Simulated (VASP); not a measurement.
Method: PBE GGA, VASP's PBE PAW potentials (set 64) (plane waves; VASP).

A VASP calculation is set up with these files.

### KPOINTS
```
Automatic mesh
0
Gamma
6 6 2
0 0 0
```

**INCAR**
```
SYSTEM  =  Te2Mo
PREC  =  Accurate; ENCUT  =  300; LREAL  =  .False.
LASPH  =  .True.
EDIFF  =  1E-6; NELM  =  100; ALGO  =  Normal
LMAXMIX  =  4
ISMEAR  =  0; SIGMA  =  0.01
GGA  =  PE
ISIF  =  2
LWAVE  =  .False.; LCHARG  =  .False.
```

### POSCAR
```
Te2Mo
1.0
  3.4310900000   0.0000000000   0.0000000000
 -1.7155450000   2.9714100000   0.0000000000
  0.0000000000   0.0000000000  14.0950020000
Te Mo
4 2
Cart
 -0.0000017155   1.9809409905   8.8491241556
  1.7155467155   0.9904690095   5.2458778444
  1.7155467155   0.9904690095   1.8016231556
 -0.0000017155   1.9809409905  12.2933788444
 -0.0000017155   1.9809409905   3.5237505000
  1.7155467155   0.9904690095  10.5712515000
```

POTCAR, in this order: Te Mo_sv (PBE.64 set). Program: vasp_std.

Output

OUTCAR:
```
 ion  position               nearest neighbor table
   1  0.333  0.667  0.628-   6 2.62   6 2.62   6 2.62   4 3.44
   2  0.667  0.333  0.372-   5 2.62   5 2.62   5 2.62   3 3.44
   3  0.667  0.333  0.128-   5 2.62   5 2.62   5 2.62   2 3.44
   4  0.333  0.667  0.872-   6 2.62   6 2.62   6 2.62   1 3.44
   5  0.333  0.667  0.250-   2 2.62   3 2.62   2 2.62   3 2.62   2 2.62   3 2.62
   6  0.667  0.333  0.750-   1 2.62   4 2.62   1 2.62   4 2.62   1 2.62   4 2.62
  LATTYP: Found a hexagonal cell.
 ALAT       =     3.4310900000
 C/A-ratio  =     4.1080245636
 Subroutine PRICEL returns:
 Original cell was already a primitive cell.
 Subroutine GETGRP returns: Found 24 space group operations
The static configuration has the point symmetry D_3d.
 The point group associated with its full space group is D_6h.
The dynamic configuration has the point symmetry D_3d.
 Subroutine INISYM returns: Found 24 space group operations
 Subroutine IBZKPT returns following result:
 Found     14 irreducible k-points:

 Following reciprocal coordinates:
            Coordinates               Weight
  0.000000  0.000000  0.000000      1.000000
  0.166667  0.000000  0.000000      6.000000
  0.333333  0.000000  0.000000      6.000000
  0.500000  0.000000  0.000000      3.000000
  0.166667  0.166667  0.000000      6.000000
  0.333333  0.166667  0.000000     12.000000
  0.333333  0.333333  0.000000      2.000000
  0.000000  0.000000  0.500000      1.000000
  0.166667  0.000000  0.500000      6.000000
  0.333333  0.000000  0.500000      6.000000
  0.500000  0.000000  0.500000      3.000000
  0.166667  0.166667  0.500000      6.000000
  0.333333  0.166667  0.500000     12.000000
  0.333333  0.333333  0.500000      2.000000
   k-points           NKPTS =     14   k-points in BZ     NKDIM =     14   number of bands    NBANDS=     31
   number of dos      NEDOS =    301   number of ions     NIONS =      6
   total plane-waves  NPLWV =  32000
   dimension x,y,z NGX =    20 NGY =   20 NGZ =   80
...
```

### OSZICAR
```
       N       E                     dE             d eps       ncg     rms          rms(c)
DAV:   1     0.284325385786E+03    0.28433E+03   -0.21664E+04  1108   0.983E+02
DAV:   2    -0.206952053631E+02   -0.30502E+03   -0.29858E+03  1146   0.279E+02
DAV:   3    -0.359672235982E+02   -0.15272E+02   -0.15164E+02  1058   0.533E+01
DAV:   4    -0.363541290430E+02   -0.38691E+00   -0.38563E+00  1117   0.841E+00
DAV:   5    -0.363639024405E+02   -0.97734E-02   -0.97702E-02  1087   0.135E+00    0.261E+01
DAV:   6    -0.355822479897E+02    0.78165E+00   -0.45933E+00  1048   0.115E+01    0.104E+01
DAV:   7    -0.355146999490E+02    0.67548E-01   -0.41610E+00   943   0.805E+00    0.570E+00
DAV:   8    -0.352888354407E+02    0.22586E+00   -0.10604E+00  1001   0.482E+00    0.291E+00
DAV:   9    -0.352938818466E+02   -0.50464E-02   -0.16898E-01  1142   0.182E+00    0.135E+00
DAV:  10    -0.352890992043E+02    0.47826E-02   -0.35752E-02  1099   0.102E+00    0.354E-01
DAV:  11    -0.352892735329E+02   -0.17433E-03   -0.10109E-03  1059   0.158E-01    0.259E-01
DAV:  12    -0.352892515067E+02    0.22026E-04   -0.34080E-04  1064   0.695E-02    0.119E-01
DAV:  13    -0.352892307641E+02    0.20743E-04   -0.95259E-05  1093   0.512E-02    0.582E-02
DAV:  14    -0.352892320470E+02   -0.12829E-05   -0.50302E-06   944   0.964E-03    0.374E-02
DAV:  15    -0.352892312891E+02    0.75785E-06   -0.11545E-06   665   0.561E-03
   1 F= -.35289231E+02 E0= -.35289231E+02  d E =-.356628E-51
```

**OUTCAR**
```
------------------------ aborting loop because EDIFF is reached ----------------------------------------
  FORCE on cell =-STRESS in cart. coord.  units (eV):
  Direction    XX          YY          ZZ          XY          YZ          ZX
  --------------------------------------------------------------------------------------
  Total       11.4213266     11.4213181     15.6580793     -0.0000000      0.0000000     -0.0000000
  in kB      127.3407199    127.3406254    174.5778891     -0.0000000      0.0000000     -0.0000000
  external PRESSURE =     143.0864114 kB  Pullay stress =       0.0000000 kB
  volume of cell :      143.70
      direct lattice vectors                 reciprocal lattice vectors
     3.431090000  0.000000000  0.000000000     0.291452570  0.168270282  0.000000000
    -1.715545000  2.971410000  0.000000000     0.000000000  0.336540565  0.000000000
     0.000000000  0.000000000 14.095002000     0.000000000  0.000000000  0.070947134
 POSITION                                       TOTAL-FORCE (eV/Angst)
 -----------------------------------------------------------------------------------
     -0.00000      1.98094      8.84912        -0.000000     -0.000000     -2.142890
      1.71555      0.99047      5.24588         0.000000      0.000000      2.142890
      1.71555      0.99047      1.80162        -0.000000      0.000000     -2.142890
     -0.00000      1.98094     12.29338         0.000000     -0.000000      2.142890
     -0.00000      1.98094      3.52375         0.000000     -0.000000     -0.000000
      1.71555      0.99047     10.57125        -0.000000      0.000000     -0.000000
 -----------------------------------------------------------------------------------
    total drift:                                0.000730     -0.000421      0.001032
  FREE ENERGIE OF THE ION-ELECTRON SYSTEM (eV)
  ---------------------------------------------------
  free  energy   TOTEN  =       -35.2892312891 eV

  energy  without entropy=      -35.2892312891  energy(sigma->0) =      -35.28923129
```
(Selected blocks of OUTCAR.)

OUTCAR:
```
 val. band max:        8.6290881855   @ k =   0.0000   0.0000   0.0000

 cond. band min:       9.6280023285   @ k =   0.3333   0.3333   0.0000


 Fermi energy:         8.7334954176

 k-point     1 :       0.0000    0.0000    0.0000
  band No.  band energies     occupation
      1     -51.9954      2.00000
      2     -51.9953      2.00000
      3     -26.2660      2.00000
      4     -26.2659      2.00000
      5     -26.0892      2.00000
      6     -26.0892      2.00000
      7     -26.0892      2.00000
      8     -26.0892      2.00000
      9      -4.8175      2.00000
     10      -4.6224      2.00000
     11      -3.6685      2.00000
     12      -3.3213      2.00000
     13       2.5158      2.00000
     14       3.5037      2.00000
     15       5.6895      2.00000
     16       6.4999      2.00000
     17       6.5000      2.00000
     18       6.5078      2.00000
     19       6.5078      2.00000
     20       7.4461      2.00000
     21       7.4461      2.00000
     22       7.4650      2.00000
     23       7.4650      2.00000
     24       7.5193      2.00000
     25       8.1051      2.00000
     26       8.6291      2.00000
     27      11.9916      0.00000
     28      11.9916      0.00000
     29      12.0704      0.00000
     30      12.0704      0.00000
     31      12.3887      0.00000

 k-point     2 :       0.1667    0.0000    0.0000
  band No.  band energies     occupation
      1     -51.9915      2.00000
      2     -51.9912      2.00000
      3     -26.2546      2.00000
      4     -26.2545      2.00000
      5     -26.1365      2.00000
      6     -26.1365      2.00000
      7     -26.0999      2.00000
      8     -26.0998      2.00000
      9      -4.3869      2.00000
     10      -4.1945      2.00000
     11      -3.3773      2.00000
     12      -3.0587      2.00000
     13       2.9512      2.00000
     14       3.9025      2.00000
     15       5.3267      2.00000
     16       5.6943      2.00000
     17       5.7393      2.00000
...
```

At this cut-off the stress carries a Pulay error, which pulls relaxed volumes low. Unless said otherwise, spin-orbit coupling is left out, though it shifts the bands of the heavy elements here.

The structure comes from a computed database's Te2Mo entry; how it stands against other phases isn't given here. The cell was not relaxed at this level, and its volume differs by -5.9 % from the start's.
